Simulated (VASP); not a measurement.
Energy against volume of YN (rock salt). Calculation: PBE GGA with D3 dispersion (Becke-Johnson damping), VASP's PBE PAW potentials (set 64) (plane waves; VASP 6.6.1). Numerical set-up: 520 eV cut-off, 9×9×9 Γ-centred mesh, Gaussian smearing of 0.050 eV, potentials Y_sv N.

```json
[
 {"V (Å³/atom)": "13.552", "E (eV/atom)": "-9.40766"},
 {"V (Å³/atom)": "13.984", "E (eV/atom)": "-9.43080"},
 {"V (Å³/atom)": "14.417", "E (eV/atom)": "-9.43807"},
 {"V (Å³/atom)": "14.849", "E (eV/atom)": "-9.43177"}
]
```

Fit these four points and predict the energy of the run at 15.282 Å³/atom.

A cubic in V^(−2/3), the third-order Birch-Murnaghan form, passes through the four points with V0 = 14.42 Å³/atom and B0 = 167 GPa, and gives -9.4139 eV/atom there. The run gave -9.4139 eV/atom, -0.0 meV/atom from the fit; all five points give B0 = 167 GPa.

The compound is YN in the rock salt structure. It was relaxed first.
